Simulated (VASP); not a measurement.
Band gaps of Ba₂NF (space group R-3m) from VASP (PAW), without and with spin-orbit coupling. Semilocal levels are at their own relaxed cell, hybrids and mBJ at PBE's; 0.00 means no gap at that level. Unless said otherwise, spin-orbit coupling is left out, though it shifts the bands of the heavy elements here.

The cell of the LDA run:

Space group R-3m, hexagonal axes (No. 166); a = 3.9385 Å, b = 3.9385 Å, c = 19.5432 Å, α = 90.00°, β = 90.00°, γ = 120.00°

```
atom  site  symmetry       x       y       z
----  ----  --------  ------  ------  ------
Ba      6c        3m  0.0000  0.0000  0.2435
N       3b       -3m  0.0000  0.0000  0.5000
F       3a       -3m  0.0000  0.0000  0.0000
```
(The calculation used a cell of 4 atoms; values per cell refer to that cell.)

```json
[
 {"level": "LDA", "gap without SOC (eV)": "0.74", "gap with SOC (eV)": "?", "shift (eV)": "?"}
]
```

Task: What belongs in the gaps?

Result: 
- LDA, gap with SOC (eV): 0.71
- LDA, shift (eV): -0.03

Only levels that ran to the end are used. Left out are those held back, those with too coarse a band path, GW runs whose mesh misses a band edge, hybrids' fits of cells that aren't cubic and levels without matching references; a question may draw on a part of the rest.

The structure comes from a computed database's Ba2NF entry (R-3m); how it stands against other phases isn't given here. It was relaxed first, which changed the volume by -6 %. Symmetry was kept, so distortions that lower it aren't found.
